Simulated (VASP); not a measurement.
**Li3NbP2: relaxation of cell and atoms with PBE**

The system is Li3NbP2.

```
Li Nb P
1.0
     4.78043    0.00000    0.00000
    -2.39021    4.13997    0.00000
     0.00000    0.00000    4.02314
Li Nb P
3 1 2
Direct
  0.00000 0.50000 0.50000
  0.50000 0.00000 0.50000
  0.50000 0.50000 0.50000
  0.00000 0.00000 0.00000
  0.33333 0.66667 0.00000
  0.66667 0.33333 0.00000
```

The cell was built by a generator and needn't be a form met in nature.

```
Program                : VASP 6.6.1
Task                   : relaxation of cell and atoms
Functional             : PBE
Potentials or basis    : VASP PAW PBE potentials, release 64 (Li_sv, Nb_sv, P)
Cutoff                 : 600 eV
k mesh                 : 7 × 7 × 7
Occupations            : gaussian, width 0.05 eV
Spin                   : no spin polarisation
Further INCAR settings : ALGO = Normal; EDIFF = 1e-06; IBRION = 2; EDIFFG = -0.01; NSW = 40; ISIF = 3
```

```
Pressure after relaxing : -0.1 GPa
Band gap on the k mesh  : none (metal or under the smearing width)
```

Final structure:
```
Li Nb P
1.0
     4.78043    0.00000    0.00000
    -2.39021    4.13997    0.00000
     0.00000    0.00000    4.02314
Li Nb P
3 1 2
Direct
  0.00000 0.50000 0.50000
  0.50000 0.00000 0.50000
  0.50000 0.50000 0.50000
  0.00000 0.00000 0.00000
  0.33333 0.66667 0.00000
  0.66667 0.33333 0.00000
```

Levels at points of the mesh, in eV from the Fermi level:
```csv
k point,band 13,band 14,band 15,band 16,band 17,band 18,band 19,band 20
"(0.00, 0.00, 0.00)",-1.52,-1.08,-1.08,0.53,0.60,0.60,3.84,4.15
```

It took 2 min on 1 thread of Intel(R) Xeon(R) Platinum 8488C (Sapphire Rapids) (shared host), peak memory 0.29 GiB.

Caveat: the cutoff is under 1.25 times the usual one of these potentials, so pressure, stress and relaxed cells hold a basis-set (Pulay) error; the relaxation stopped at its first step, so nothing moved.
